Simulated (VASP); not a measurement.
Energy against volume of KMgF3 (cubic perovskite). Calculation: PBE GGA, VASP's PBE PAW potentials (set 64) (plane waves; VASP). Run with 520 eV cut-off, 6×6×6 Γ-centred mesh, Gaussian smearing of 0.050 eV, potentials K_sv Mg F.

```tsv
V (Å³/atom)	E (eV/atom)
12.834	-4.88623
13.231	-4.88986
13.628	-4.88843
14.025	-4.88260
```

Fit these four points and predict the energy of the run at 12.437 Å³/atom.

A cubic in V^(−2/3), the third-order Birch-Murnaghan form, passes through the four points with V0 = 13.31 Å³/atom and B0 = 66 GPa, and gives -4.8768 eV/atom there. The run gave -4.8766 eV/atom, +0.2 meV/atom from the fit; all five points give B0 = 67 GPa.

The compound is KMgF3 in the cubic perovskite structure. It was relaxed first.
